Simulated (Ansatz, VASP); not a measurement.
# Cross-check of NiSb (Breithauptite) between VASP and Ansatz, part 2 of 2

Aim: how closely do two programs agree when they are given the same cell, functional and k mesh? The cell is taken from a series of VASP runs on this material, whose earlier steps may have relaxed, scaled or displaced it; both programs get it as it stands.

VASP 6.6.1 and Ansatz 0.2.0.

So far. Step 2 (Ansatz: electric field gradients, PBE, DFT+U): The run ends at a pressure of 4.80 GPa.

## 3. VASP: electric field gradients, PBE, DFT+U

Level of this step: PBE, DFT+U (Ni d 5.3 eV), spin-polarised from a ferromagnetic start; plane waves and PAW (Sb, Ni) (VASP).

The same cell, functional, mesh and smearing now go to VASP, with its own data sets and cutoff.

Lines of VASP's logs that name or quote its potential files are left out, and so is its time.

INCAR

```
SYSTEM = NiSb
PREC = Accurate
ENCUT = 400
EDIFF = 1E-07
NELM = 100
ISMEAR = 0
SIGMA = 0.05
LREAL = .FALSE.
ALGO = Normal
GGA = PE
ISPIN = 2
MAGMOM = 0 0 1 1
LDAU = .TRUE.
LDAUTYPE = 2
LDAUL = -1 2
LDAUU = 0 5.3
LDAUJ = 0 0
LDAUPRINT = 1
LASPH = .TRUE.
LMAXMIX = 4
LORBIT = 11
LWAVE = .FALSE.
LCHARG = .FALSE.
KPAR = 2
LEFG = .TRUE.
```

POSCAR

```
NiSb
1.0
    3.8967648975      0.0000000000      0.0000000000
   -1.9483824488      3.3746973939      0.0000000000
    0.0000000000      0.0000000000      5.1211691527
Sb Ni
2 2
Direct
    0.6666666667      0.3333333333      0.7500000000
    0.3333333333      0.6666666667      0.2500000000
    0.0000000000      0.0000000000      0.5000000000
    0.0000000000      0.0000000000      0.0000000000
```

KPOINTS

```
Automatic mesh
0
Gamma
8 8 5
0 0 0
```

PAW data sets: Sb and Ni (PBE family, release 64).

Command:

```
mpirun -np 2 vasp_std
```

Numbers of over 12 decimals in the logs are rounded to 6 here.

Log:

```text
[banner, memory and clock lines left out]
running    2 mpi-ranks, on    1 nodes
 distrk:  each k-point on    1 cores,    2 groups
 distr:  one band on    1 cores,    1 groups

 POSCAR found type information on POSCAR SbNi
 POSCAR found :  2 types and       4 ions
 LDA part: xc-table for (Slater+PW92), standard interpolation
 POSCAR, INCAR and KPOINTS ok, starting setup
 FFT: planning ... GRIDC
 FFT: planning ... GRID_SOFT
 FFT: planning ... GRID
 WAVECAR not read
 entering main loop
       N       E                     dE             d eps       ncg     rms          rms(c)
DAV:   1     0.157277493311E+03    0.15728E+03   -0.10886E+04  2408   0.128E+03
DAV:   2    -0.594086623290E+01   -0.16322E+03   -0.15825E+03  2460   0.282E+02
DAV:   3    -0.139982017428E+02   -0.80573E+01   -0.79167E+01  2760   0.829E+01
DAV:   4    -0.141405415832E+02   -0.14234E+00   -0.14210E+00  2636   0.105E+01
DAV:   5    -0.141444357102E+02   -0.38941E-02   -0.38940E-02  2816   0.178E+00    0.105E+01
DAV:   6    -0.145325543147E+02   -0.38812E+00   -0.41770E+00  2676   0.376E+01    0.637E+00
DAV:   7    -0.141535069401E+02    0.37905E+00   -0.26513E+00  2672   0.345E+01    0.449E+00
DAV:   8    -0.141087911959E+02    0.44716E-01   -0.55786E-01  3084   0.968E+00    0.138E+00
DAV:   9    -0.141183735854E+02   -0.95824E-02   -0.77876E-02  2956   0.469E+00    0.500E-01
DAV:  10    -0.141201857203E+02   -0.18121E-02   -0.95297E-03  3476   0.109E+00    0.220E-01
DAV:  11    -0.141217987561E+02   -0.16130E-02   -0.20737E-03  3384   0.785E-01    0.141E-01
DAV:  12    -0.141220697037E+02   -0.27095E-03   -0.62530E-04  2992   0.314E-01    0.554E-02
DAV:  13    -0.141222100428E+02   -0.14034E-03   -0.21333E-04  3708   0.243E-01    0.363E-02
DAV:  14    -0.141222306114E+02   -0.20569E-04   -0.83599E-05  3140   0.114E-01    0.202E-02
DAV:  15    -0.141222380369E+02   -0.74255E-05   -0.16721E-05  3356   0.620E-02    0.665E-03
DAV:  16    -0.141222393846E+02   -0.13477E-05   -0.37887E-06  3116   0.241E-02    0.348E-03
DAV:  17    -0.141222400795E+02   -0.69490E-06   -0.12182E-06  2588   0.186E-02    0.226E-03
DAV:  18    -0.141222406833E+02   -0.60384E-06   -0.95212E-07  3028   0.146E-02    0.120E-03
DAV:  19    -0.141222408579E+02   -0.17460E-06   -0.33054E-07  1644   0.750E-03    0.114E-03
DAV:  20    -0.141222409063E+02   -0.48339E-07   -0.29354E-07  1460   0.101E-02
ion   1
     0.0000000    -0.0000000    -0.0000000    -0.5996280    -0.0000000    -0.0000000
     0.0000576    -0.0000000    -0.0000000    -0.5996280    -0.0000000    -0.0000000
     0.0000793    -0.0000000    -0.0000000    -0.5996280    -0.0000000    -0.0000000
     0.0001092    -0.0000000    -0.0000000    -0.5996280    -0.0000000    -0.0000000
     0.0001504    -0.0000000    -0.0000000    -0.5996281    -0.0000000    -0.0000000

     0.0000000    -0.0000000    -0.0000000   -71.9903009    -0.0000000    -0.0000000
     0.0000576    -0.0000000    -0.0000000   -71.9755136    -0.0000000    -0.0000000
     0.0000793    -0.0000000    -0.0000000   -71.9676758    -0.0000000    -0.0000000
     0.0001092    -0.0000000    -0.0000000   -71.9552232    -0.0000000    -0.0000000
     0.0001504    -0.0000000    -0.0000000   -71.9355218    -0.0000000    -0.0000000

ion   2
     0.0000000    -0.0000000    -0.0000000    -0.5996280    -0.0000000    -0.0000000
     0.0000576    -0.0000000    -0.0000000    -0.5996280    -0.0000000    -0.0000000
     0.0000793    -0.0000000    -0.0000000    -0.5996280    -0.0000000    -0.0000000
     0.0001092    -0.0000000    -0.0000000    -0.5996280    -0.0000000    -0.0000000
     0.0001504    -0.0000000    -0.0000000    -0.5996281    -0.0000000    -0.0000000

     0.0000000    -0.0000000    -0.0000000   -71.9903009    -0.0000000    -0.0000000
     0.0000576    -0.0000000    -0.0000000   -71.9755136    -0.0000000    -0.0000000
     0.0000793    -0.0000000    -0.0000000   -71.9676758    -0.0000000    -0.0000000
     0.0001092    -0.0000000    -0.0000000   -71.9552232    -0.0000000    -0.0000000
     0.0001504    -0.0000000    -0.0000000   -71.9355218    -0.0000000    -0.0000000

ion   3
     0.0000000    -0.0000000     0.0000000     0.1639025     0.0000000    -0.0000000
     0.0000452    -0.0000000     0.0000000     0.1639025     0.0000000    -0.0000000
     0.0000622    -0.0000000     0.0000000     0.1639025     0.0000000    -0.0000000
     0.0000857    -0.0000000     0.0000000     0.1639025     0.0000000    -0.0000000
     0.0001180    -0.0000000     0.0000000     0.1639025     0.0000000    -0.0000000

     0.0000000    -0.0000000     0.0000000    20.9906151     0.0000000    -0.0000001
     0.0000452    -0.0000000     0.0000000    20.9901670     0.0000000    -0.0000001
     0.0000622    -0.0000000     0.0000000    20.9898915     0.0000000    -0.0000001
     0.0000857    -0.0000000     0.0000000    20.9894302     0.0000000    -0.0000001
     0.0001180    -0.0000000     0.0000000    20.9886619     0.0000000    -0.0000001

ion   4
     0.0000000    -0.0000000    -0.0000000     0.1639025    -0.0000000    -0.0000000
     0.0000452    -0.0000000    -0.0000000     0.1639025    -0.0000000    -0.0000000
     0.0000622    -0.0000000    -0.0000000     0.1639025    -0.0000000    -0.0000000
     0.0000857    -0.0000000    -0.0000000     0.1639025    -0.0000000    -0.0000000
     0.0001180    -0.0000000    -0.0000000     0.1639025    -0.0000000    -0.0000000

     0.0000000    -0.0000000    -0.0000000    20.9906151    -0.0000000    -0.0000001
     0.0000452    -0.0000000    -0.0000000    20.9901670    -0.0000000    -0.0000001
     0.0000622    -0.0000000    -0.0000000    20.9898915    -0.0000000    -0.0000001
     0.0000857    -0.0000000    -0.0000000    20.9894302    -0.0000000    -0.0000001
     0.0001180    -0.0000000    -0.0000000    20.9886619    -0.0000000    -0.0000001

   1 F= -.14122241E+02 E0= -.14120489E+02  d E =-.350379E-02  mag=    -0.0007
```

Parts of OUTCAR (step 3):

```text
ion  position               nearest neighbor table
   1  0.667  0.333  0.750-   3 2.59   4 2.59   3 2.59   4 2.59   3 2.59   4 2.59   2 3.41   2 3.41
                             2 3.41   2 3.41   2 3.41   2 3.41
   2  0.333  0.667  0.250-   3 2.59   4 2.59   3 2.59   4 2.59   3 2.59   4 2.59   1 3.41   1 3.41
                             1 3.41   1 3.41   1 3.41   1 3.41
   3  0.000  0.000  0.500-   4 2.56   4 2.56   1 2.59   2 2.59   1 2.59   2 2.59   1 2.59   2 2.59

  LATTYP: Found a hexagonal cell.
 ALAT       =     3.8967648975
 C/A-ratio  =     1.3142104508

 Subroutine GETGRP returns: Found 24 space group operations
 (whereof 12 operations were pure point group operations)

The static configuration has the point symmetry D_3d.
 The point group associated with its full space group is D_6h.

 Found     30 irreducible k-points:

   k-points           NKPTS =     30   k-points in BZ     NKDIM =     30   number of bands    NBANDS=     20

   dimension x,y,z NGX =    28 NGY =   28 NGZ =   36
   dimension x,y,z NGXF=    56 NGYF=   56 NGZF=   72

   ENCUT  =  400.0 eV  29.40 Ry    5.42 a.u.   6.35  6.35  8.35*2*pi/ulx,y,z

   NELECT =      30.0000    total number of electrons

 k-points in reciprocal lattice and weights: Automatic mesh
   0.00000000  0.00000000  0.00000000       0.003
   0.12500000  0.00000000  0.00000000       0.019
   0.25000000  0.00000000  0.00000000       0.019
   0.37500000  0.00000000  0.00000000       0.019
   0.50000000  0.00000000  0.00000000       0.009
   0.12500000  0.12500000  0.00000000       0.019
   0.25000000  0.12500000  0.00000000       0.038
   0.37500000  0.12500000  0.00000000       0.038
   0.25000000  0.25000000  0.00000000       0.019
[...]
0.25000000  0.25000000  0.40000000       0.038
   0.37500000  0.25000000  0.40000000       0.038

atom =   3  type =  2  l = 2

 onsite density matrix

spin component  1

  0.8778 -0.0000  0.0000 -0.0501 -0.0000
 -0.0000  0.8677 -0.0000 -0.0000 -0.0501
  0.0000 -0.0000  0.9001 -0.0000  0.0000
 -0.0501 -0.0000 -0.0000  0.8677  0.0000
 -0.0000 -0.0501  0.0000  0.0000  0.8778

spin component  2

  0.8779 -0.0000  0.0000 -0.0500 -0.0000
 -0.0000  0.8679 -0.0000 -0.0000 -0.0500
  0.0000 -0.0000  0.9001 -0.0000  0.0000
 -0.0500 -0.0000 -0.0000  0.8679  0.0000
 -0.0000 -0.0500  0.0000  0.0000  0.8779

 occupancies and eigenvectors

  o =  0.8224  v =  0.6493  0.1868 -0.0000  0.7176  0.1690  0.0000  0.0000  0.0000  0.0000  0.0000      0.0000  0.0000  0.0000  0.0000  0.0000  0.0000  0.0000  0.0000  0.0000  0.0000
  o =  0.8224  v =  0.1690 -0.7176  0.0000  0.1868 -0.6493  0.0000  0.0000  0.0000  0.0000  0.0000      0.0000  0.0000  0.0000  0.0000  0.0000  0.0000  0.0000  0.0000  0.0000  0.0000
  o =  0.8226  v =  0.0000  0.0000  0.0000  0.0000  0.0000  0.6492  0.1868 -0.0000  0.7177  0.1690      0.0000  0.0000  0.0000  0.0000  0.0000  0.0000  0.0000  0.0000  0.0000  0.0000
  o =  0.8226  v =  0.0000  0.0000  0.0000  0.0000  0.0000  0.1690 -0.7177  0.0000  0.1868 -0.6492      0.0000  0.0000  0.0000  0.0000  0.0000  0.0000  0.0000  0.0000  0.0000  0.0000
  o =  0.9001  v =  0.0000 -0.0000 -1.0000 -0.0000  0.0000  0.0000  0.0000  0.0000  0.0000  0.0000      0.0000  0.0000  0.0000  0.0000  0.0000  0.0000  0.0000  0.0000  0.0000  0.0000
  o =  0.9001  v =  0.0000  0.0000  0.0000  0.0000  0.0000  0.0000 -0.0000 -1.0000 -0.0000  0.0000      0.0000  0.0000  0.0000  0.0000  0.0000  0.0000  0.0000  0.0000  0.0000  0.0000
  o =  0.9231  v =  0.7176 -0.1690  0.0000 -0.6493  0.1868  0.0000  0.0000  0.0000  0.0000  0.0000      0.0000  0.0000  0.0000  0.0000  0.0000  0.0000  0.0000  0.0000  0.0000  0.0000
  o =  0.9231  v = -0.1868 -0.6493  0.0000  0.1690  0.7176  0.0000  0.0000  0.0000  0.0000  0.0000      0.0000  0.0000  0.0000  0.0000  0.0000  0.0000  0.0000  0.0000  0.0000  0.0000
  o =  0.9231  v =  0.0000  0.0000  0.0000  0.0000  0.0000  0.7177 -0.1690  0.0000 -0.6492  0.1868      0.0000  0.0000  0.0000  0.0000  0.0000  0.0000  0.0000  0.0000  0.0000  0.0000
[...]
o =  0.8224  v =  0.1690  0.7176  0.0000 -0.1868 -0.6493  0.0000  0.0000  0.0000  0.0000  0.0000      0.0000  0.0000  0.0000  0.0000  0.0000  0.0000  0.0000  0.0000  0.0000  0.0000
  o =  0.8226  v =  0.0000  0.0000  0.0000  0.0000  0.0000  0.6492 -0.1868 -0.0000 -0.7177  0.1690      0.0000  0.0000  0.0000  0.0000  0.0000  0.0000  0.0000  0.0000  0.0000  0.0000
  o =  0.8226  v =  0.0000  0.0000  0.0000  0.0000  0.0000  0.1690  0.7177  0.0000 -0.1868 -0.6492      0.0000  0.0000  0.0000  0.0000  0.0000  0.0000  0.0000  0.0000  0.0000  0.0000
  o =  0.9001  v =  0.0000  0.0000 -1.0000  0.0000  0.0000  0.0000  0.0000  0.0000  0.0000  0.0000      0.0000  0.0000  0.0000  0.0000  0.0000  0.0000  0.0000  0.0000  0.0000  0.0000
  o =  0.9001  v =  0.0000  0.0000  0.0000  0.0000  0.0000  0.0000  0.0000 -1.0000  0.0000  0.0000      0.0000  0.0000  0.0000  0.0000  0.0000  0.0000  0.0000  0.0000  0.0000  0.0000
  o =  0.9231  v =  0.7176  0.1690  0.0000  0.6493  0.1868  0.0000  0.0000  0.0000  0.0000  0.0000      0.0000  0.0000  0.0000  0.0000  0.0000  0.0000  0.0000  0.0000  0.0000  0.0000
  o =  0.9231  v = -0.1868  0.6493  0.0000 -0.1690  0.7176  0.0000  0.0000  0.0000  0.0000  0.0000      0.0000  0.0000  0.0000  0.0000  0.0000  0.0000  0.0000  0.0000  0.0000  0.0000
  o =  0.9231  v =  0.0000  0.0000  0.0000  0.0000  0.0000  0.7177  0.1690  0.0000  0.6492  0.1868      0.0000  0.0000  0.0000  0.0000  0.0000  0.0000  0.0000  0.0000  0.0000  0.0000
  o =  0.9231  v =  0.0000  0.0000  0.0000  0.0000  0.0000 -0.1868  0.6492  0.0000 -0.1690  0.7177      0.0000  0.0000  0.0000  0.0000  0.0000  0.0000  0.0000  0.0000  0.0000  0.0000

 average (electrostatic) potential at core
       1 -83.0566       2 -83.0566       3 -80.0858       4 -80.0858

 E-fermi :   9.9497

 spin component 1
 k-point     1 :       0.0000    0.0000    0.0000
  band No.  band energies     occupation
    ...
      9       7.2053      1.00000
     10       7.2053      1.00000
     11       8.0815      1.00000
     12       8.0815      1.00000
     13       9.3852      1.00000
     14      10.9641      0.00000
     15      10.9641      0.00000
     16      12.4967      0.00000
     17      12.4967      0.00000
     18      13.4629      0.00000
    ...

 k-point     2 :       0.1250    0.0000    0.0000
  band No.  band energies     occupation
    ...
     10       7.2410      1.00000
     11       8.0495      1.00000
     12       8.0822      1.00000
     13       9.3267      1.00000
     14       9.5253      1.00000
     15      10.1822      0.00000
     16      11.8558      0.00000
     17      13.1544      0.00000
     18      13.8604      0.00000
     19      14.8123      0.00000
    ...

 k-point     3 :       0.2500    0.0000    0.0000
  band No.  band energies     occupation
    ...
     11       7.9468      1.00000
     12       7.9879      1.00000
     13       8.0840      1.00000
     14       9.0469      1.00000
     15       9.1085      1.00000
     16      10.9317      0.00000
     17      12.6540      0.00000
     18      13.7832      0.00000
     19      14.2912      0.00000
     20      16.4776      0.00000

 k-point     4 :       0.3750    0.0000    0.0000
  band No.  band energies     occupation
    ...
     11       7.4221      1.00000
     12       7.9365      1.00000
     13       8.0505      1.00000
     14       8.0863      1.00000
     15       8.5403      1.00000
     16       9.9769      0.22008
     17      11.4285      0.00000
     18      13.6456      0.00000
     19      14.0021      0.00000
     20      15.9381      0.00000

 k-point     5 :       0.5000    0.0000    0.0000
  band No.  band energies     occupation
    ...
     12       7.4614      1.00000
     13       7.7694      1.00000
     14       7.9908      1.00000
     15       8.0875      1.00000
     16       9.5101      1.00000
     17      11.0029      0.00000
     18      13.4544      0.00000
     19      14.0453      0.00000
     20      15.7100      0.00000

 k-point     6 :       0.1250    0.1250    0.0000
  band No.  band energies     occupation
    ...
     11       8.0050      1.00000
     12       8.0821      1.00000
     13       8.2878      1.00000
     14       9.0507      1.00000
     15       9.2034      1.00000
     16      12.1956      0.00000
     17      12.5489      0.00000
     18      13.0941      0.00000
     19      15.4814      0.00000
     20      15.6003      0.00000

  Total        0.0061984      0.0061984      0.0136027     -0.0000000     -0.0000000      0.0000000
  in kB        0.1474629      0.1474629      0.3236149     -0.0000000     -0.0000000      0.0000000
  external PRESSURE =       0.2061802 kB  Pullay stress =       0.0000000 kB

  energy-cutoff  :      400.00
  volume of cell :       67.35
      direct lattice vectors                 reciprocal lattice vectors
     3.896764898  0.000000000  0.000000000     0.256623129  0.148161432  0.000000000
    -1.948382449  3.374697394  0.000000000     0.000000000  0.296322865  0.000000000
     0.000000000  0.000000000  5.121169153     0.000000000  0.000000000  0.195267911

 POSITION                                       TOTAL-FORCE (eV/Angst)
 -----------------------------------------------------------------------------------
      1.94838      1.12490      3.84088        -0.000000      0.000000      0.000000
     -0.00000      2.24980      1.28029         0.000000     -0.000000      0.000000
      0.00000      0.00000      2.56058         0.000000     -0.000000      0.000000
      0.00000      0.00000      0.00000        -0.000000     -0.000000      0.000000
 -----------------------------------------------------------------------------------
    total drift:                                0.000000     -0.000000      0.000000

  FREE ENERGIE OF THE ION-ELECTRON SYSTEM (eV)
  ---------------------------------------------------
  free  energy   TOTEN  =       -14.1222409063 eV

  energy  without entropy=      -14.1187371131  energy(sigma->0) =      -14.12048901

 Electric field gradients after diagonalization (V/A^2)
 (convention: |V_zz| > |V_xx| > |V_yy|)
----------------------------------------------------------------------
 ion       V_xx      V_yy      V_zz     asymmetry (V_yy - V_xx)/ V_zz
----------------------------------------------------------------------
   1     -45.168   -45.167    90.335       0.000
   2     -45.168   -45.167    90.335       0.000
   3      13.523    13.521   -27.044       0.000
   4      13.523    13.521   -27.044       0.000
----------------------------------------------------------------------

 total charge
# of ion       s       p       d       tot
------------------------------------------
    1        1.133   1.212   0.071   2.416
    2        1.133   1.212   0.071   2.416
    3        0.426   0.461   8.747   9.635
    4        0.426   0.461   8.747   9.635
--------------------------------------------------
tot          3.119   3.346  17.637  24.102

 magnetization (x)
# of ion       s       p       d       tot
------------------------------------------
    1       -0.000   0.000   0.000  -0.000
    2       -0.000   0.000   0.000  -0.000
    3       -0.000  -0.000  -0.000  -0.000
    4       -0.000  -0.000  -0.000  -0.000
--------------------------------------------------
tot         -0.000  -0.000  -0.001  -0.001

[... 6 further parts left out ...]
```

A U on the itinerant d states of such a compound is hard to justify; it moves the bands at the Fermi level.

## 4. Differences

Known differences besides the potentials themselves: U acts on the PAW sphere in VASP and on atomic orbitals in Ansatz, so only states and trends compare; Ansatz adds the response of the frozen cores to the gradients, VASP leaves it out; the data sets hold 66 valence electrons in Ansatz (default PAW (the set named soft_2) files) and 30 in VASP; the cutoff is 420 eV in Ansatz and 400 eV in VASP. Total energies have different zeros and are not compared.

Compared:

| quantity | Ansatz | VASP | difference |
| --- | --- | --- | --- |
| pressure (GPa) | 4.80 | 0.02 | +4.78 |
| pressure without Ansatz's Pulay correction (GPa) | 4.72 | 0.02 | +4.70 |
| Vzz at Sb1 (V/Å²) | 91.9 | 90.3 | +1.6 |
| Vzz at Sb2 (V/Å²) | 91.9 | 90.3 | +1.6 |
| Vzz at Ni3 (V/Å²) | -31.6 | -27.0 | -4.6 |
| Vzz at Ni4 (V/Å²) | -31.6 | -27.0 | -4.6 |

Ansatz's pressure holds a Pulay correction of 0.08 GPa; VASP's holds none.

## 5. Results

| Quantity | Value |
| --- | --- |
| difference in Vzz at Ni3 (electric field gradients, PBE, DFT+U) | -4.6 V/Å² |
| difference in pressure (electric field gradients, PBE, DFT+U) | 4.8 GPa |

The difference in pressure is 4.8 GPa (electric field gradients, PBE, DFT+U). 3 further runs of this series are not shown here. How closely two codes agree says nothing of how well the functional describes the real material.

[Lines on the potential files, build, host, timing and source positions are cut from VASP's logs without a mark.]

[Logs are printed without paths, hosts, clocks, repeated set-up lines and the standing remarks that a program may print on its own settings, such as how far it seeks lower states.]

[Hosts, paths, dates, database ids (printed as entryN), source tags and the programs' standing remarks are cut or masked in the printed files.]
